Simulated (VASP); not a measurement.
# A VASP study of NaCl (PBEsol): structure first, properties next, part 2 of 2

Wanted: the relaxed cell of NaCl and its properties. The start is a cell from a database of measured crystal structures.

VASP 6.6.1; PBEsol; plane waves and PAW (Na_pv, Cl).

So far, gap on the k-mesh (eV): step 2 (full relaxation (PBEsol)) 5.01; step 3 (second relaxation) 5.02; step 4 (density, ELF and potential (PBEsol)) 5.02; step 6 (total and projected DOS (PBEsol)) 5.02. The relaxed cell has a = 5.595 Å (conventional setting).

The database entry behind the starting cell differs from later determinations by our own check (an axis about 0.4 % short against later determinations), so it need not match the best structure at ambient conditions.

## 7. Elastic tensor by finite strains (PBEsol) (continued)

Elastic constants with relaxed ions, Voigt order xx yy zz yz xz xy (GPa):

```
57.68 11.82 11.82  0.00  0.00  0.00
11.82 57.68 11.82  0.00  0.00  0.00
11.82 11.82 57.68  0.00  0.00  0.00
 0.00  0.00  0.00 12.42  0.00  0.00
 0.00  0.00  0.00  0.00 12.42  0.00
 0.00  0.00  0.00  0.00  0.00 12.42
```

Transverse limit, no LO-TO splitting. Modes at Γ, with each element's share of the kinetic energy:

```tsv
mode	frequency (cm⁻¹)	symmetry	Na %	Cl %
1	-0.6	acoustic	39	61
2	-0.6	acoustic	39	61
3	-0.6	acoustic	39	61
4	170.1	T1u	61	39
5	170.1	T1u	61	39
6	170.1	T1u	61	39
```

Displacements in mode 4 (170.1 cm⁻¹), the largest set to 1:
```
Na1  0.00  0.00 -1.00
Cl2  0.00  0.00  0.64
```

B/G is 1.70, which by Pugh's rule of thumb (1.75) points to a brittle solid. The Zener ratio 2C44/(C11 - C12) is 0.54, where 1 means isotropic. With the density of 2.22 g/cm³ the Hill moduli give sound speeds of 4.67 km/s (longitudinal) and 2.68 km/s (transverse), and from their mean a Debye temperature of 317 K.

## 8. Optical spectrum (PBEsol)

LOPTICS sums transitions from filled to empty bands. The mesh is finer than in the run before. NBANDS is raised for it.

INCAR

```
SYSTEM = NaCl
PREC = Accurate
ENCUT = 400
EDIFF = 1E-06
NELM = 100
ISMEAR = 0
SIGMA = 0.05
LREAL = .FALSE.
ALGO = Normal
GGA = PS
NBANDS = 23
LORBIT = 11
LWAVE = .FALSE.
LCHARG = .FALSE.
KPAR = 2
LOPTICS = .TRUE.
NEDOS = 1500
CSHIFT = 0.1
```

POSCAR

```
NaCl
1.0
    0.0000000000      2.7974399408      2.7974399408
    2.7974399408      0.0000000000      2.7974399408
    2.7974399408      2.7974399408      0.0000000000
Na Cl
1 1
Direct
    0.0000000000      0.0000000000      0.0000000000
    0.5000000000      0.5000000000      0.5000000000
```

KPOINTS

```
Automatic mesh
0
Gamma
10 10 10
0 0 0
```

PAW data sets: Na_pv and Cl (PBE family, release 64).

Launch:

```
$ mpirun -np 2 vasp_std
```

Elapsed: 40 s, on 2 MPI ranks of AMD EPYC 7R43, shared host; peak memory 0.29 GiB; 78 s of CPU time.

These are independent-particle spectra without excitons or local fields, and fine structure depends on the mesh and on CSHIFT.

This step gave:

```
SCF cycles                     : 12
bands                          : 23
irreducible k-points           : 47
Fermi energy                   : -0.4174 eV
pressure                       : -0.04728 GPa
gap on the k-mesh              : 5.020 eV
least direct gap on the k-mesh : 5.020 eV
```

The imaginary dielectric function, xx has structure finer than the step of the table below, so its rows give means over 0.5 eV, whole bins alone (the curve runs from 0 to 25.0 eV). Peaks (eV: height): 6.22: 1.47, 7.67: 3.45, 8.91: 5.47, 9.80: 4.41, 10.88: 4.68.

Table of imaginary dielectric function, xx by photon energy; means over each step:

```tsv
photon energy (eV)	imaginary dielectric function, xx
0.5	0.00211
1.0	0.00432
1.5	0.00678
2.0	0.00953
2.5	0.0129
3.0	0.0173
3.5	0.0234
4.0	0.0331
4.5	0.0547
5.0	0.179
5.5	0.593
6.0	0.854
6.5	0.904
7.0	1.73
7.5	2.62
8.0	3.08
8.5	4.34
9.0	4.40
9.5	3.16
10.0	3.78
10.5	4.32
11.0	4.20
11.5	3.69
12.0	2.53
12.5	2.14
13.0	1.68
13.5	1.49
14.0	0.955
14.5	0.902
15.0	0.811
15.5	0.879
16.0	0.528
16.5	0.765
17.0	0.728
17.5	0.550
18.0	0.679
18.5	0.714
19.0	0.636
19.5	0.527
20.0	0.399
20.5	0.335
21.0	0.350
21.5	0.313
22.0	0.194
22.5	0.172
23.0	0.147
23.5	0.184
24.0	0.154
24.5	0.122
```

Real dielectric function, xx against photon energy:

```tsv
photon energy (eV)	real dielectric function, xx
0	2.80
1	2.82
2	2.89
3	3.02
4	3.26
5	3.79
6	4.18
7	4.59
8	4.68
9	1.08
10	1.64
11	-0.253
12	-0.847
13	-0.365
14	-0.392
15	0.121
16	-0.0840
17	-0.0276
18	0.362
19	0.145
20	0.0999
21	0.284
22	0.333
23	0.453
24	0.478
```

The mean of ε2 over directions passes 5 % of its top at 5.30 eV, against a least direct gap of 5.02 eV on this mesh, so absorption sets in close to the direct gap.

## 9. Field gradients at the nuclei (PBEsol)

Field gradients probe how far the charge around each nucleus departs from cubic symmetry; LASPH keeps the non-spherical terms inside the spheres.

INCAR

```
SYSTEM = NaCl
PREC = Accurate
ENCUT = 400
EDIFF = 1E-07
NELM = 100
ISMEAR = 0
SIGMA = 0.05
LREAL = .FALSE.
ALGO = Normal
GGA = PS
NBANDS = 13
LORBIT = 11
LWAVE = .FALSE.
LCHARG = .FALSE.
KPAR = 2
LEFG = .TRUE.
LASPH = .TRUE.
```

POSCAR is that of step 8.

KPOINTS

```
Automatic mesh
0
Gamma
7 7 7
0 0 0
```

Launch:

```
$ mpirun -np 2 vasp_std
```

Wall time 13 s (2 MPI ranks); peak memory 0.22 GiB.

Numbers from this step:

```yaml
scf_cycles: 14
bands: 13
irreducible_k_points: 20
fermi_energy: -0.3691 eV
pressure: -0.04848 GPa
```

Electric field gradients, by row:

```tsv
atom	Vxx (V/Å²)	Vyy (V/Å²)	Vzz (V/Å²)	asymmetry
Na1	0	0	0	-
Cl2	0	0	0.001	-
```

All gradients vanish within the noise.

The run ends at a pressure of -0.05 GPa.

## 10. Outcome

| Property | Result |
| --- | --- |
| relaxed volume | 21.89 Å³/atom |
| relaxed conventional cell a, b, c | 5.595, 5.595, 5.595 Å |
| space group after relaxing, within 0.02 Å | Fm-3m (No. 225) |
| band gap | 5.02 eV, direct |
| gap on the dense mesh | 5.02 eV |
| bulk modulus (Hill) | 27.1 GPa |
| shear modulus (Hill) | 15.9 GPa |
| Debye temperature from the elastic constants | 317 K |
| highest zone-centre mode | 170 cm⁻¹ |
| strongest peak of ε2, mean over directions | 8.91 eV |
| ε1 at zero frequency, no local fields, mean | 2.80 |
| largest field gradient Vzz | zero within the noise on all sites |

**Reading.** With PBEsol, NaCl relaxes to 21.89 Å³/atom in space group Fm-3m (held by the symmetry of the run) and has a direct gap of 5.02 eV. Against the listed cell the volume lies -1.3 %. Bands along the symmetry lines (PBEsol): The path shows a direct gap of 5.02 eV (valence top at Γ, conduction bottom at Γ). Elastic tensor by finite strains (PBEsol): The highest mode at Γ, 170.1 cm⁻¹, has its largest share on Na (61 % of the kinetic energy). Measured elastic constants soften with temperature, which the static lattice leaves out. Semilocal functionals usually underestimate gaps. Modes at Γ alone can't show that the crystal is stable at other wave vectors, and the LO-TO splitting is not included. No search among competing phases was made, and a listed structure need not be the one stable at ambient conditions. All values are for a static lattice at zero temperature.

Comparison with the measured values:

```
                  quantity  measured        PBEsol
elastic constant C11 (GPa)      49.8  58 (+15.8 %)
elastic constant C12 (GPa)        13   12 (-9.1 %)
elastic constant C44 (GPa)      12.8   12 (-3.0 %)
```

Measured values from arxiv:2209.10899 (2022).

**Verdict.** The elastic constant C11 is off by +15.8 %: fair agreement. The elastic constant C12 is off by -9.1 %: fair agreement. The elastic constant C44 is off by -3.0 %: good agreement.

[Lines on the potential files, build, host, timing and source positions are cut from VASP's logs without a mark.]

[Logs are printed without paths, hosts, clocks, repeated set-up lines and the standing remarks that a program may print on its own settings, such as how far it seeks lower states.]

[Hosts, paths, dates, database ids (printed as entryN), source tags and the programs' standing remarks are cut or masked in the printed files.]

[Measured values are set beside computed ones only where the two were judged alike; some that the calculation misses by far are left out.]
